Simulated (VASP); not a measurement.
VASP input:

**KPOINTS**
```
Automatic mesh
0
Gamma
5 5 5
0 0 0
```

### POSCAR
```
WO3
1.0
  3.7912062405   0.0000000000   0.0000000000
  0.0000000000   3.7912062405   0.0000000000
  0.0000000000   0.0000000000   3.7912062405
W O
1 3
Cart
  0.0000000000   0.0000000000   0.0000000000
  1.8956031203   0.0000000000   0.0000000000
  0.0000000000   0.0000000000   1.8956031203
  0.0000000000   1.8956031203   0.0000000000
```

INCAR:
```
ALGO = Normal
EDIFF = 1E-6
EDIFFG = -0.02
ENCUT = 520
IBRION = 2
ISIF = 3
ISMEAR = 0
LASPH = .TRUE.
LCHARG = .FALSE.
LMAXMIX = 6
LREAL = .FALSE.
LWAVE = .FALSE.
NELM = 100
NSW = 60
PREC = Accurate
SIGMA = 0.05
SYSTEM = WO3
```

POTCAR, in this order: W_sv O (LDA.64 set). Program: vasp_std.

Q: Write an equivalent input for Quantum ESPRESSO's pw.x.

A: One equivalent input (not run):
```
&CONTROL
  calculation = 'vc-relax'
  pseudo_dir = './pseudo'
  outdir = './out'
  tprnfor = .true.
  tstress = .true.
  nstep = 60
  forc_conv_thr = 0.00078
/
&SYSTEM
  ibrav = 0
  nat = 4
  ntyp = 2
  ecutwfc = 84
  occupations = 'smearing'
  smearing = 'gaussian'
  degauss = 0.003675
  input_dft = 'pz'
/
&ELECTRONS
  conv_thr = 7.3e-08
  electron_maxstep = 100
/
&IONS
/
&CELL
/
ATOMIC_SPECIES
  W 183.840 W.upf
  O 15.999 O.upf
CELL_PARAMETERS angstrom
     3.7912062    0.0000000   -0.0000000
     0.0000000    3.7912062    0.0000000
     0.0000000    0.0000000    3.7912062
ATOMIC_POSITIONS crystal
  W    0.0000000  0.0000000  0.0000000
  O    0.5000000  0.0000000  0.0000000
  O    0.0000000  0.0000000  0.5000000
  O    0.0000000  0.5000000  0.0000000
K_POINTS automatic
  5 5 5 0 0 0
```
Limits of the translation: the potentials are each code's own (VASP's PAW set, PseudoDojo norm-conserving files in pw.x), so ENCUT and ecutwfc are chosen apart and not converted; conv_thr bounds pw.x's estimated SCF error, while EDIFF bounds the energy change between steps; forc_conv_thr acts on force components and is met together with etot_conv_thr.

The structure was generated: WO3 was put into the ReO3 type (Pm-3m), which need not be its known phase. This run relaxes it. Symmetry was kept, so distortions that lower it aren't found. The start is the result of an earlier pass.
